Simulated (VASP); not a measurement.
```xyz
2
Lattice="0.0000 3.2421 3.2421 3.2421 0.0000 3.2421 3.2421 3.2421 0.0000" Properties=species:S:1:pos:R:3 pbc="T T T"
Sn     3.2421     0.0000     3.2421
Te     3.2421     3.2421     3.2421
```

Method: RPBE GGA, VASP's PBE PAW potentials (set 64) (plane waves; VASP). Numerical set-up: 520 eV cut-off, Gaussian smearing of 0.050 eV, potentials Sn_d Te.

Unless said otherwise, spin-orbit coupling is left out, though it shifts the bands of the heavy elements here.

Problem. Give the energies of bands 7 to 13 at the high-symmetry points, in eV from the valence-band maximum.

Solution. 
```tsv
band	Γ	X	U	L	W
7	-4.88	-6.32	-7.06	-7.82	-7.03
8	-1.87	-4.92	-4.56	-1.56	-4.25
9	-1.87	-3.29	-2.84	-1.56	-4.25
10	-1.87	-3.29	-2.43	0.00	-0.76
11	3.25	2.61	2.91	0.18	0.93
12	3.25	4.60	3.00	0.56	4.62
13	3.25	4.60	4.35	0.56	4.62
```

The gap is direct, 0.18 eV, from the valence maximum at L to the conduction minimum at L.

The compound is SnTe in the rock salt structure, which distorts at low temperature. It was relaxed first, which changed the volume by +8 %.
